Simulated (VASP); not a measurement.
# LiSb7 (P-62m) in VASP: further runs

The runs below take LiSb7 through single point, relaxation of cell and atoms, with PBE.

Program: VASP 6.6.1. These are calculated values, not measurements. Logs are shortened: lines on timing, memory, paths and dates and some standing lists are left out, and cuts for length are marked.

### 1 The cell of the first run

It takes space group P-62m (No. 189, hexagonal). The conventional cell has a = 6.336 Å, b = 6.336 Å, c = 6.401 Å, α = 90.00°, β = 90.00°, γ = 120.00°. Around Li (site symmetry -62m) lie 8 Sb at 3.15 to 3.20 Å. Sb (site symmetry m) has 7 Sb at 3.12 to 3.28 Å and 1 Li at 3.15 Å as nearest neighbours. Around Sb (site symmetry -62m) lie 6 Sb at 3.19 Å and 2 Li at 3.20 Å.

The cell was built by a generator and needn't be a form met in nature.

### 2 Single point, PBE (random cell by space group and Wyckoff sites (P-62m, No. 189))

File INCAR:

```
SYSTEM = LiSb7
ALGO     = Normal         ! electronic algorithm
EDIFF    = 1E-6           ! SCF threshold, eV
ENCUT    = 520            ! plane-wave cutoff, eV
GGA      = PE             ! functional
ISIF     = 2              ! what is computed and relaxed
ISMEAR   = 0              ! smearing method
LASPH    = .True.         ! aspherical terms in the spheres
LCHARG   = .False.        ! write CHGCAR
LREAL    = .False.        ! projectors in reciprocal space
LWAVE    = .False.        ! write WAVECAR
NBANDS   = 29             ! bands
NELM     = 100            ! most SCF steps
PREC     = Accurate       ! precision mode
SIGMA    = 0.1            ! smearing width, eV
```

File KPOINTS:

```
k-points
0
Gamma
  3 3 4
  0 0 0
```

File POSCAR:

```
LiSb7
1.0
    6.3357065071      0.0000000000      0.0000000000
   -3.1678532536      5.4868827861      0.0000000000
    0.0000000000      0.0000000000      6.4009385597
Li Sb
1 7
Direct
    0.0000000000      0.0000000000      0.5000000000
    0.4319427135      0.0000000000      0.7438679441
    0.0000000000      0.4319427135      0.7438679441
    0.5680572865      0.5680572865      0.7438679441
    0.4319427135      0.0000000000      0.2561320559
    0.0000000000      0.4319427135      0.2561320559
    0.5680572865      0.5680572865      0.2561320559
    0.0000000000      0.0000000000      0.0000000000
```

Potentials or basis: VASP PAW PBE potentials, release 64 (Li_sv, Sb).

The run is started by

```
> cat potpaw_PBE.64/Li_sv/POTCAR potpaw_PBE.64/Sb/POTCAR > POTCAR
> mpirun -np 1 vasp_std > vasp.out
```

OUTCAR:

```text
SYSTEM = LiSb7
   EDIFF = 1E-6
   ENCUT = 520
   GGA = PE
   ISIF = 2
   ISMEAR = 0
   LASPH = .True.
   LREAL = .False.
   NELM = 100
   PREC = Accurate

 ion  position               nearest neighbor table
   1  0.000  0.000  0.500-   2 3.15   5 3.15   4 3.15   7 3.15   6 3.15   3 3.15
   2  0.432  0.000  0.744-   5 3.12   1 3.15   8 3.19   3 3.25   3 3.25   4 3.25   4 3.25   5 3.28

   3  0.000  0.432  0.744-   6 3.12   1 3.15   8 3.19   4 3.25   2 3.25   4 3.25   2 3.25   6 3.28

   4  0.568  0.568  0.744-   7 3.12   1 3.15   8 3.19   3 3.25   3 3.25   2 3.25   2 3.25   7 3.28

   5  0.432  0.000  0.256-   2 3.12   1 3.15   8 3.19   6 3.25   6 3.25   7 3.25   7 3.25   2 3.28

   6  0.000  0.432  0.256-   3 3.12   1 3.15   8 3.19   7 3.25   5 3.25   7 3.25   5 3.25   3 3.28

   7  0.568  0.568  0.256-   4 3.12   1 3.15   8 3.19   6 3.25   6 3.25   5 3.25   5 3.25   4 3.28

   8  0.000  0.000  0.000-   2 3.19   5 3.19   4 3.19   7 3.19   6 3.19   3 3.19

  LATTYP: Found a hexagonal cell.
 ALAT       =     6.3357065071
 C/A-ratio  =     1.0102959398

  Lattice vectors:

 A1 = (   6.3357065071,   0.0000000000,   0.0000000000)
 A2 = (  -3.1678532536,   5.4868827861,   0.0000000000)
 A3 = (   0.0000000000,   0.0000000000,   6.4009385597)

Analysis of symmetry for initial positions (statically):
=====================================================================
 Subroutine PRICEL returns:
 Original cell was already a primitive cell.

 Routine SETGRP: Setting up the symmetry group for a
 hexagonal supercell.

 Subroutine GETGRP returns: Found 12 space group operations
 (whereof 12 operations were pure point group operations)
 out of a pool of 24 trial point group operations.

The static configuration has the point symmetry D_3h.

Analysis of symmetry for dynamics (positions and initial velocities):
=====================================================================
 Subroutine PRICEL returns:
 Original cell was already a primitive cell.

 Routine SETGRP: Setting up the symmetry group for a
 hexagonal supercell.

 Subroutine GETGRP returns: Found 12 space group operations
 (whereof 12 operations were pure point group operations)
 out of a pool of 24 trial point group operations.

The dynamic configuration has the point symmetry D_3h.

 Subroutine INISYM returns: Found 12 space group operations
 (whereof 12 operations are pure point group operations),
 and found     1 'primitive' translations

----------------------------------------------------------------------------------------

                                     Primitive cell

  volume of cell :     222.5176

  direct lattice vectors                    reciprocal lattice vectors
     6.335706507  0.000000000  0.000000000     0.157835594  0.091126423  0.000000000
    -3.167853254  5.486882786  0.000000000     0.000000000  0.182252845  0.000000000
     0.000000000  0.000000000  6.400938560     0.000000000  0.000000000  0.156227089

  length of vectors
     6.335706507  6.335706507  6.400938560     0.182252845  0.182252845  0.156227089

  position of ions in fractional coordinates (direct lattice)
     0.000000000  0.000000000  0.500000000
     0.431942713  0.000000000  0.743867944
     0.000000000  0.431942713  0.743867944
     0.568057287  0.568057287  0.743867944
     0.431942713  0.000000000  0.256132056
     0.000000000  0.431942713  0.256132056
     0.568057287  0.568057287  0.256132056
     0.000000000  0.000000000  0.000000000

  ion indices of the primitive-cell ions
   primitive index   ion index
                 1           1
                 2           2
                 3           3
                 4           4
                 5           5
                 6           6
                 7           7
                 8           8

----------------------------------------------------------------------------------------

 KPOINTS: k-points

Automatic generation of k-mesh.
 Grid dimensions read from file:
 generate k-points for:    3    3    4

 Generating k-lattice:

  Cartesian coordinates                     Fractional coordinates (reciprocal lattice)
     0.052611865  0.030375474  0.000000000     0.333333333  0.000000000  0.000000000
     0.000000000  0.060750948  0.000000000     0.000000000  0.333333333  0.000000000
     0.000000000  0.000000000  0.039056772     0.000000000  0.000000000  0.250000000

  Length of vectors
     0.060750948  0.060750948  0.039056772

  Shift w.r.t. Gamma in fractional coordinates (k-lattice)
     0.000000000  0.000000000  0.000000000

 Subroutine IBZKPT returns following result:
 ===========================================

 Found      9 irreducible k-points:

 Following reciprocal coordinates:
            Coordinates               Weight
  0.000000  0.000000  0.000000      1.000000
  0.333333 -0.000000  0.000000      6.000000
  0.333333  0.333333  0.000000      2.000000
  0.000000  0.000000  0.250000      2.000000
  0.333333 -0.000000  0.250000     12.000000
  0.333333  0.333333  0.250000      4.000000
  0.000000  0.000000  0.500000      1.000000
  0.333333 -0.000000  0.500000      6.000000
  0.333333  0.333333  0.500000      2.000000
   k-points           NKPTS =      9   k-points in BZ     NKDIM =      9   number of bands    NBANDS=     29
   number of dos      NEDOS =    301   number of ions     NIONS =      8
   total plane-waves  NPLWV = 110592
   dimension x,y,z NGX =    48 NGY =   48 NGZ =   48
   dimension x,y,z NGXF=    96 NGYF=   96 NGZF=   96
   ions per type =               1   7
   NGX,Y,Z   is equivalent  to a cutoff of  12.59, 12.59, 12.47 a.u.
   NGXF,Y,Z  is equivalent  to a cutoff of  25.19, 25.19, 24.93 a.u.
 SYSTEM =  LiSb7
   PREC   = accura    normal or accurate (medium, high low for compatibility)
   ISTART =      0    job   : 0-new  1-cont  2-samecut
   ICHARG =      2    charge: 1-file 2-atom 10-const
   ISPIN  =      1    spin polarized calculation?
   LNONCOLLINEAR =      F non collinear calculations
   LSORBIT =      F    spin-orbit coupling
   LASPH  =      T    aspherical Exc in radial PAW
   ENCUT  =  520.0 eV  38.22 Ry    6.18 a.u.  11.78 11.78 11.90*2*pi/ulx,y,z
   NELM   =    100;   NELMIN=  2; NELMDL= -5     # of ELM steps
   EDIFF  = 0.1E-05   stopping-criterion for ELM
   LREAL  =      F    real-space projection
[... 15 lines left out ...]
   IALGO  =     38    algorithm
   IMIX   =      4    mixing-type and parameters
     AMIX     =   0.40;   BMIX     =  1.00
     AMIX_MAG =   1.60;   BMIX_MAG =  1.00
  volume/ion in A,a.u.               =      27.81       187.70
  Fermi-wavevector in a.u.,A,eV,Ry     =   0.908269  1.716380 11.224165  0.824953
  Thomas-Fermi vector in A             =   2.032175
   LORBIT       =      0    0 simple, 1 ext, 2 COOP (PROOUT), +10 PAW based schemes
   GGA     = PE    functional components
   LHFCALC =     F    Hartree Fock is set to
   AEXX    =    0.0000 exact exchange contribution
   IVDW    =     0    specifies the selected vdW correction
   LEPSILON=     F    determine dielectric tensor
   LRPA    =     F    only Hartree local field effects (RPA)
 non-spin polarized calculation
 Gauss-broadening in eV      SIGMA  =   0.10
  energy-cutoff  :      520.00
  volume of cell :      222.52
 maximum number of plane-waves:      6041
 NGX is ok and might be reduce to    48
   NGX = 23   NGY = 23   NGZ = 23

 number of electron      38.0000004 magnetization

 Free energy of the ion-electron system (eV)
  ---------------------------------------------------
  ext. energy  EPLUGINS =         0.00000000
  ---------------------------------------------------
  free energy    TOTEN  =       -30.53626944 eV

  energy without entropy =      -30.52147134  energy(sigma->0) =      -30.52887039

 E-fermi :   6.9749     XC(G=0):  -9.5756

 val. band max:        6.9411917607   @ k =   0.3333  -0.0000   0.5000
 cond. band min:       7.0455332934   @ k =   0.3333  -0.0000   0.0000
 fundamental gap:      0.1043415327
 Fermi energy:         6.9748611643

 k-point     1 :       0.0000    0.0000    0.0000
  band No.  band energies     occupation
      1     -40.2945      2.00000
      2      -5.2762      2.00000
      3      -2.8265      2.00000
      4      -2.1101      2.00000
      5      -2.1101      2.00000
      6      -1.8081      2.00000
[... 21 lines left out ...]
     28      11.7946      0.00000
     29      11.7951      0.00000

 k-point     2 :       0.3333   -0.0000    0.0000
  band No.  band energies     occupation
      1     -40.2944      2.00000
      2      -4.7736      2.00000
      3      -3.3497      2.00000
      4      -2.5686      2.00000
      5      -2.3691      2.00000
      6      -1.4889      2.00000
[... 21 lines left out ...]
     28      10.9483      0.00000
     29      11.2680      0.00000

 k-point     3 :       0.3333    0.3333    0.0000
  band No.  band energies     occupation
      1     -40.2944      2.00000
      2      -3.8927      2.00000
      3      -3.8927      2.00000
      4      -3.6158      2.00000
      5      -1.6494      2.00000
      6      -1.6494      2.00000
[... 21 lines left out ...]
     28      10.4855      0.00000
     29      10.4855      0.00000

 k-point     4 :       0.0000    0.0000    0.2500
  band No.  band energies     occupation
      1     -40.2944      2.00000
      2      -5.0772      2.00000
      3      -3.5214      2.00000
      4      -1.8987      2.00000
      5      -1.8987      2.00000
      6      -1.4130      2.00000
[... 21 lines left out ...]
     28      11.0782      0.00000
     29      11.2153      0.00000

 k-point     5 :       0.3333   -0.0000    0.2500
  band No.  band energies     occupation
      1     -40.2944      2.00000
      2      -4.5757      2.00000
      3      -3.2840      2.00000
      4      -2.9008      2.00000
      5      -2.3373      2.00000
      6      -1.6280      2.00000
[... 21 lines left out ...]
     28      10.5709      0.00000
     29      10.7113      0.00000

 k-point     6 :       0.3333    0.3333    0.2500
  band No.  band energies     occupation
      1     -40.2944      2.00000
      2      -3.6845      2.00000
      3      -3.6845      2.00000
      4      -3.5017      2.00000
      5      -2.1997      2.00000
      6      -2.1997      2.00000
[... 21 lines left out ...]
     28       9.4353      0.00000
     29      10.0428      0.00000

 k-point     7 :       0.0000    0.0000    0.5000
  band No.  band energies     occupation
      1     -40.2944      2.00000
      2      -4.6413      2.00000
      3      -4.2608      2.00000
      4      -1.3648      2.00000
      5      -1.3648      2.00000
      6      -1.2133      2.00000
[... 21 lines left out ...]
     28      11.0390      0.00000
     29      11.0390      0.00000

 k-point     8 :       0.3333   -0.0000    0.5000
  band No.  band energies     occupation
      1     -40.2944      2.00000
      2      -4.1275      2.00000
      3      -3.8306      2.00000
      4      -2.6571      2.00000
      5      -2.3778      2.00000
      6      -1.7566      2.00000
[... 21 lines left out ...]
     28      10.0936      0.00000
     29      11.3436      0.00000

 k-point     9 :       0.3333    0.3333    0.5000
  band No.  band energies     occupation
      1     -40.2945      2.00000
      2      -3.3537      2.00000
      3      -3.1546      2.00000
      4      -3.1546      2.00000
      5      -2.9946      2.00000
      6      -2.9946      2.00000
[... 21 lines left out ...]
     28       9.5408      0.00000
     29       9.5408      0.00000

------------------------ aborting loop because EDIFF is reached ----------------------------------------

  FORCE on cell =-STRESS in cart. coord.  units (eV):
  Direction    XX          YY          ZZ          XY          YZ          ZX
  --------------------------------------------------------------------------------------
  -------------------------------------------------------------------------------------
  Total       -0.1990121     -0.1990121     -0.3370325      0.0000000      0.0000000      0.0000000
  in kB       -1.4329323     -1.4329323     -2.4267102      0.0000000      0.0000000      0.0000000
  external PRESSURE =      -1.7641916 kB  Pullay stress =       0.0000000 kB

 VOLUME and BASIS-vectors are now :
 -----------------------------------------------------------------------------
  energy-cutoff  :      520.00
  volume of cell :      222.52
      direct lattice vectors                 reciprocal lattice vectors
     6.335706507  0.000000000  0.000000000     0.157835594  0.091126423  0.000000000
    -3.167853254  5.486882786  0.000000000     0.000000000  0.182252845  0.000000000
     0.000000000  0.000000000  6.400938560     0.000000000  0.000000000  0.156227089

 POSITION                                       TOTAL-FORCE (eV/Angst)
 -----------------------------------------------------------------------------------
      0.00000      0.00000      3.20047         0.000000     -0.000000     -0.000000
      2.73666      0.00000      4.76145        -0.002569     -0.000000     -0.003818
     -1.36833      2.37002      4.76145         0.001285     -0.002225     -0.003818
      1.79952      3.11686      4.76145         0.001285      0.002225     -0.003818
      2.73666      0.00000      1.63949        -0.002569     -0.000000      0.003818
     -1.36833      2.37002      1.63949         0.001285     -0.002225      0.003818
      1.79952      3.11686      1.63949         0.001285      0.002225      0.003818
      0.00000      0.00000      0.00000         0.000000      0.000000     -0.000000
 -----------------------------------------------------------------------------------
    total drift:                               -0.000000     -0.000000      0.000000

  FREE ENERGIE OF THE ION-ELECTRON SYSTEM (eV)
  ---------------------------------------------------
  free  energy   TOTEN  =       -30.5362694426 eV

  energy  without entropy=      -30.5214713391  energy(sigma->0) =      -30.52887039
```

Wall time 34 s (1 thread of Intel Xeon Platinum 8488C (Sapphire Rapids), shared host); peak memory 0.32 GiB.

What came out:

- Free energy: -30.5363 eV
- Largest force: 0.005 eV/Å
- Band gap on the k mesh: none (metal or under the smearing width)

Forces on the atoms (eV/Å):
```
Li   0.000  0.000  0.000
Sb  -0.003  0.000 -0.004
Sb   0.001 -0.002 -0.004
Sb   0.001  0.002 -0.004
Sb  -0.003  0.000  0.004
Sb   0.001 -0.002  0.004
Sb   0.001  0.002  0.004
Sb   0.000  0.000  0.000
```

Levels at points of the mesh, in eV from the Fermi level:
```
           k point  band 16  band 17  band 18  band 19  band 20  band 21  band 22  band 23
(0.00, 0.00, 0.00)    -2.24    -2.05    -2.05     0.44     0.44     0.56     2.53     2.62
(0.00, 0.00, 0.50)    -1.93    -1.76     0.33     0.33     0.52     0.52     2.11     2.13
```

Caveat: the k mesh is coarse (spacing up to 0.38 Å⁻¹), so the values aren't converged; the cutoff is under 1.25 times the usual one of these potentials, so pressure, stress and relaxed cells hold a basis-set (Pulay) error.

### 3 Relaxation of cell and atoms, PBE (random cell by space group and Wyckoff sites (P-62m, No. 189))

File INCAR:

```
ALGO = Normal
EDIFF = 1E-6
EDIFFG = -0.04
ENCUT = 600
GGA = PE
IBRION = 2
ISIF = 3
ISMEAR = 0
LASPH = True
LCHARG = False
LREAL = False
LWAVE = False
NELM = 100
NSW = 90
PREC = Accurate
SIGMA = 0.1
```

File KPOINTS:

```
k-points
0
Gamma
  3 3 4
```

File POSCAR:

```
LiSb7
1.0
    6.1211187935      0.0000000000      0.0000000000
   -3.0605593968      5.3010443748      0.0000000000
    0.0000000000      0.0000000000      7.0756083331
Li Sb
1 7
Direct
    0.0000000000      0.0000000000      0.5000000000
    0.4078488044      0.0000000000      0.7163800599
    0.0000000000      0.4078488044      0.7163800599
    0.5921511956      0.5921511956      0.7163800599
    0.4078488044      0.0000000000      0.2836199401
    0.0000000000      0.4078488044      0.2836199401
    0.5921511956      0.5921511956      0.2836199401
    0.0000000000      0.0000000000      0.0000000000
```

Potentials or basis: VASP PAW PBE potentials, release 64 (Li_sv, Sb).

The run is started by

```
> cat potpaw_PBE.64/Li_sv/POTCAR potpaw_PBE.64/Sb/POTCAR > POTCAR
> mpirun -np 1 vasp_std > vasp.out
```

Run time: 11 min. Hardware: 1 thread of Intel Xeon Platinum 8488C (Sapphire Rapids), shared host; peak memory 0.45 GiB.

It converged, with:

- Free energy: -30.5368 eV
- Relaxed volume: 27.69 Å³/atom
- Relaxed cell: a = 6.330 Å, b = 6.330 Å, c = 6.383 Å, α = 90.00°, β = 90.00°, γ = 120.00°
- Space group after relaxing (to 0.05 Å): P-62m (No. 189)
- Energy gained by relaxing: 35.5 meV/atom
- Ionic steps: 23
- Pressure after relaxing: 0.0 GPa
- Largest force after relaxing: 0.013 eV/Å
- Band gap on the k mesh: none (metal or under the smearing width)

Forces on the atoms (eV/Å):
```
Li   0.000  0.000  0.000
Sb  -0.004  0.000  0.013
Sb   0.002 -0.003  0.013
Sb   0.002  0.003  0.013
Sb  -0.004  0.000 -0.013
Sb   0.002 -0.003 -0.013
Sb   0.002  0.003 -0.013
Sb   0.000  0.000  0.000
```

The path:
| step | energy change (eV) | largest force (eV/Å) | pressure (GPa) | volume (Å³) |
| --- | --- | --- | --- | --- |
| 1 | 0.0000 | 0.3382 | -0.31 | 229.59 |
| 2 | -0.0361 | 0.2440 | -0.08 | 227.72 |
| 3 | -0.0532 | 0.1368 | 0.31 | 225.39 |
| 4 | -0.0701 | 0.1062 | -0.12 | 226.91 |
| 5 | -0.0835 | 0.0630 | -0.98 | 230.22 |
| 6 | -0.0905 | 0.0565 | -0.93 | 229.82 |
| 7 | -0.1094 | 0.0351 | -0.77 | 228.59 |
| 8 | -0.1434 | 0.0252 | -0.44 | 226.08 |
| 9 | -0.1997 | 0.1370 | 0.49 | 220.86 |
| 10 | -0.0975 | 0.2512 | 3.02 | 209.64 |
| 11 | -0.2156 | 0.1972 | 0.99 | 218.30 |
| 12 | -0.2288 | 0.2058 | 0.88 | 218.32 |
| 13 | -0.2343 | 0.2122 | 0.76 | 218.31 |
| 14 | -0.2345 | 0.2139 | 0.74 | 218.30 |
| 15 | -0.2412 | 0.2028 | 0.52 | 219.21 |
| 16 | -0.2535 | 0.1723 | -0.10 | 221.93 |
| 17 | -0.2428 | 0.1227 | -1.27 | 227.44 |
| 18 | -0.2553 | 0.1577 | -0.43 | 223.39 |
| 19 | -0.2623 | 0.1392 | -0.39 | 223.24 |
| 20 | -0.2774 | 0.0818 | -0.27 | 222.78 |
| 21 | -0.2779 | 0.0662 | 0.01 | 221.85 |
| 22 | -0.2828 | 0.0328 | -0.14 | 222.31 |
| 23 | -0.2840 | 0.0134 | 0.05 | 221.53 |

Final structure:
```
CELL_PARAMETERS angstrom
6.33033 0.00000 0.00000
-3.16516 5.48222 0.00000
0.00000 0.00000 6.38340
ATOMIC_POSITIONS crystal
Li 0.00000 0.00000 0.50000
Sb 0.43219 0.00000 0.74373
Sb 0.00000 0.43219 0.74373
Sb 0.56781 0.56781 0.74373
Sb 0.43219 0.00000 0.25627
Sb 0.00000 0.43219 0.25627
Sb 0.56781 0.56781 0.25627
Sb 0.00000 0.00000 0.00000
```

Levels at points of the mesh, in eV from the Fermi level:
```csv
k point,band 15,band 16,band 17,band 18,band 19,band 20,band 21,band 22,band 23,band 24
"(0.00, 0.00, 0.00)",-2.98,-2.24,-2.05,-2.05,0.44,0.44,0.57,2.52,2.67,2.89
"(0.00, 0.00, 0.50)",-2.94,-1.93,-1.75,0.34,0.34,0.55,0.55,2.13,2.15,2.15
```

Caveat: the k mesh is coarse (spacing up to 0.40 Å⁻¹), so the values aren't converged; the cutoff is under 1.25 times the usual one of these potentials, so pressure, stress and relaxed cells hold a basis-set (Pulay) error. The run has no spin-orbit coupling, so splittings on Sb are missing.
